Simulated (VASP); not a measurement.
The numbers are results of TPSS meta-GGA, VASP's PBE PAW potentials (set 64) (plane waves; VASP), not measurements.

VASP ran on this input.

File POSCAR:
```
BaF2
1
    0.0000000000     3.1217611115     3.1217611115
    3.1217611115     0.0000000000     3.1217611115
    3.1217611115     3.1217611115     0.0000000000
Ba F
1 2
Direct
  0.0000000000   0.0000000000   0.0000000000
  0.2500000000   0.2500000000   0.2500000000
  0.7500000000   0.7500000000   0.7500000000
```

### INCAR
```
SYSTEM  =  BaF2
PREC  =  Accurate; ENCUT  =  520; LREAL  =  .FALSE.
LASPH  =  .TRUE.
EDIFF  =  1E-7; NELM  =  100; ALGO  =  Normal
LMAXMIX  =  4; LMIXTAU  =  .TRUE.
ISMEAR  =  0; SIGMA  =  0.05
METAGGA  =  TPSS
ISIF  =  2
LWAVE  =  .FALSE.; LCHARG  =  .FALSE.
```

**KPOINTS**
```
Automatic mesh
0
Gamma
6 6 6
0 0 0
```

POTCAR, in this order: Ba_sv F (PBE.64 set). Program: vasp_std.

### Question
What does the run give for the energy per atom (σ→0)?

### Answer

| Quantity | Value |
|---|---|
| energy per atom (σ→0) | -10.044 eV/atom |

### OSZICAR
```
...
DAV:  16    -0.301316669887E+02   -0.18570E-03   -0.14047E-04   640   0.149E-01    0.142E-02
DAV:  17    -0.301316724122E+02   -0.54235E-05   -0.15463E-06   656   0.122E-02    0.114E-02
DAV:  18    -0.301316715858E+02    0.82647E-06   -0.88237E-06   512   0.322E-02    0.394E-03
DAV:  19    -0.301316744849E+02   -0.28991E-05   -0.38400E-06   528   0.215E-02    0.101E-03
DAV:  20    -0.301316746322E+02   -0.14730E-06   -0.92163E-08   464   0.324E-03    0.688E-04
DAV:  21    -0.301316750750E+02   -0.44281E-06   -0.13758E-07   448   0.394E-03    0.285E-04
DAV:  22    -0.301316751156E+02   -0.40572E-07   -0.38798E-08   384   0.270E-03
   1 F= -.30131675E+02 E0= -.30131675E+02  d E =-.247391E-21
```

The compound is BaF2 in the fluorite structure. It was relaxed first.
